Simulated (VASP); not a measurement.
An input for Quantum ESPRESSO's pw.x (written as the equivalent of a VASP run, and not itself run):

```
&CONTROL
  calculation = 'scf'
  pseudo_dir = './pseudo'
  outdir = './out'
  tprnfor = .true.
  tstress = .true.
/
&SYSTEM
  ibrav = 0
  nat = 6
  ntyp = 2
  ecutwfc = 84
  occupations = 'tetrahedra'
  input_dft = 'pw91'
/
&ELECTRONS
  conv_thr = 7.3e-09
  electron_maxstep = 100
/
ATOMIC_SPECIES
  Pb 207.200 Pb.upf
  O 15.999 O.upf
CELL_PARAMETERS angstrom
     5.0732332   -0.0000000    0.0000000
     0.0000000    5.0732332    0.0000000
     0.0000000    0.0000000    3.4478349
ATOMIC_POSITIONS crystal
  Pb   1.0000000  0.0000000  0.0000000
  Pb   0.5000000  0.5000000  0.5000000
  O    0.3079910  0.3079910  0.0000000
  O    0.8079910  0.1920090  0.5000000
  O    0.1920090  0.8079910  0.5000000
  O    0.6920090  0.6920090  0.0000000
K_POINTS automatic
  5 5 7 0 0 0
```

Problem. Translate this input to VASP (INCAR, KPOINTS, POSCAR, choice of POTCAR).

Solution. Several could match; the one computed here: 
### INCAR
```
SYSTEM  =  PbO2
PREC  =  Accurate; ENCUT  =  520; LREAL  =  .FALSE.
LASPH  =  .TRUE.
EDIFF  =  1E-7; NELM  =  100; ALGO  =  Normal
LMAXMIX  =  4
ISMEAR  =  -5
GGA  =  91
ISIF  =  2
LWAVE  =  .FALSE.; LCHARG  =  .TRUE.; LORBIT  =  11
NEDOS  =  601
LEFG  =  .TRUE.
```

**POSCAR**
```
PbO2
1
    5.0732332440    -0.0000000000     0.0000000000
    0.0000000000     5.0732332440     0.0000000000
    0.0000000000     0.0000000000     3.4478349384
Pb O
2 4
Direct
  1.0000000000   0.0000000000   0.0000000000
  0.5000000000   0.5000000000   0.5000000000
  0.3079910118   0.3079910118   0.0000000000
  0.8079910118   0.1920089882   0.5000000000
  0.1920089882   0.8079910118   0.5000000000
  0.6920089882   0.6920089882   0.0000000000
```

### KPOINTS
```
Automatic
0
gamma
5 5 7
0 0 0
```

POTCAR, in this order: Pb_d O (PBE.64 set). Program: vasp_std.

What does not carry over: the potentials are each code's own (VASP's PAW set, PseudoDojo norm-conserving files in pw.x), so ENCUT and ecutwfc are chosen apart and not converted; conv_thr bounds pw.x's estimated SCF error, while EDIFF bounds the energy change between steps; the field gradients of LEFG aren't asked of the other code.

The compound is PbO2 in the rutile structure. It was relaxed first, which changed the volume by +6 %.
